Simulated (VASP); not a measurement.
```xyz
2
Lattice="4.1429 0.0000 0.0000 0.0000 4.1429 0.0000 0.0000 0.0000 4.1429" Properties=species:S:1:pos:R:3 pbc="T T T"
Cs     0.1000     0.0000     0.0000
Cl     2.0714     2.0714     2.0714
```

All values below come from r2SCAN meta-GGA, VASP's PBE PAW potentials (set 64) (plane waves; VASP). Settings: 480 eV cut-off, 6×6×6 Γ-centred mesh, Gaussian smearing of 0.050 eV, potentials Cs_sv Cl.

Problem. Which forces act on the atoms, in eV/Å?

Solution. 
| atom | Fx | Fy | Fz |
|---|---|---|---|
| Cs1 | -0.095 | 0.000 | 0.000 |
| Cl2 | 0.095 | 0.000 | 0.000 |

Problem. Give the stress tensor in GPa (positive for a compressed cell).

Solution. 
```
0.00  0.00  0.00
0.00  0.03  0.00
0.00  0.00  0.03
```
The pressure is its mean diagonal, 0.02 GPa.

The compound is CsCl in the CsCl type structure. This cell was strained or had an atom moved on purpose.
